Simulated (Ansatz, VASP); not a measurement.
This is a calculation of YMg6Si for VASP 6.6.1. The cell comes from a database or a generator and needn't be the stable form of this composition.

The input INCAR:

```
ALGO     = Normal         # electronic algorithm
EDIFF    = 1E-6           # SCF threshold, eV
ENCUT    = 550            # plane-wave cutoff, eV
GGA      = RP             # functional
ISIF     = 2              # what is computed and relaxed
ISMEAR   = 0              # smearing method
LASPH    = T              # aspherical terms in the spheres
LCHARG   = F              # write CHGCAR
LREAL    = F              # projectors in reciprocal space
LWAVE    = F              # write WAVECAR
NELM     = 100            # most SCF steps
PREC     = Accurate       # precision mode
SIGMA    = 0.1            # smearing width, eV
```

Contents of KPOINTS:

```
k-points
0
Gamma
  5 5 5
```

File POSCAR:

```
YMg6Si
1.0
    5.0829700000      0.0000000000      0.0000000000
    0.0000000000      3.0313705000      5.8408860000
    0.0000000000     -3.0313705000      5.8408860000
Y Si Mg
1 1 6
Direct
    0.5000000000      0.1773320000      0.1773320000
    0.5000000000      0.6606560000      0.6606560000
    0.0000000000      0.8200270000      0.8200270000
    0.0000000000      0.3387210000      0.3387210000
    0.0000000000      0.3301270000      0.8239930000
    0.0000000000      0.8239930000      0.3301270000
    0.5000000000      0.1748240000      0.6743160000
    0.5000000000      0.6743160000      0.1748240000
```

Potentials or basis: VASP PAW PBE potentials, release 64 (Y_sv_GW, Si_GW, Mg_GW).

The run is started by

```console
$ cat potpaw_PBE.64/Y_sv_GW/POTCAR potpaw_PBE.64/Si_GW/POTCAR potpaw_PBE.64/Mg_GW/POTCAR > POTCAR
$ mpirun -np 1 vasp_std > vasp.out
```

Problem. Translate it to Ansatz 0.2.0. Potentials or basis there: Ansatz PAW, cutoff 420 eV.

Solution. As run (cutoffs and basis follow the program's own potentials, and thresholds, step limits or extra output files can differ):

Contents of input.yaml:

```yaml
crystal:
  lattice:
    - [5.08297, 0.0, 0.0]
    - [0.0, 3.0313705, 5.840886]
    - [0.0, -3.0313705, 5.840886]
  atoms:
    - { symbol: "Y", position: [0.5, 0.177332, 0.177332] }
    - { symbol: Si, position: [0.5, 0.660656, 0.660656] }
    - { symbol: Mg, position: [0.0, 0.820027, 0.820027] }
    - { symbol: Mg, position: [0.0, 0.338721, 0.338721] }
    - { symbol: Mg, position: [0.0, 0.330127, 0.823993] }
    - { symbol: Mg, position: [0.0, 0.823993, 0.330127] }
    - { symbol: Mg, position: [0.5, 0.174824, 0.674316] }
    - { symbol: Mg, position: [0.5, 0.674316, 0.174824] }
hamiltonian:
  xc: rpbe
  pseudopotentials: { kind: paw }
kpoints:
  mp_grid: { grid: [5, 5, 5] }
scf:
  occupations: { method: gaussian, width: 0.1 }
output:
  forces: true
  stress: true
  eigenvalues: true
```

Potentials or basis: Ansatz PAW.

Run with:

```console
$ ansatz run input.yaml --threads 4 --pin off --max-ram 11264MiB --backend cpu --events-out ev --progress --plain --runs-dir out
```

Both were run:

|  | VASP | Ansatz |
| --- | --- | --- |
| Pressure | 1.2 GPa | 1.4 GPa |
| Largest force | 0.087 eV/Å | 0.090 eV/Å |

Ansatz's pressure holds a Pulay term of +0.01 GPa for its cutoff of 420 eV, which the other run lacks.

The potentials hold 27 and 75 valence electrons a cell.

VASP's potentials were made for PBE. Ansatz's potentials were made for PBE.

Where Ansatz's input types no cutoff or centring, it takes its own default and a Γ-centred mesh.

Pressure is positive in compression.
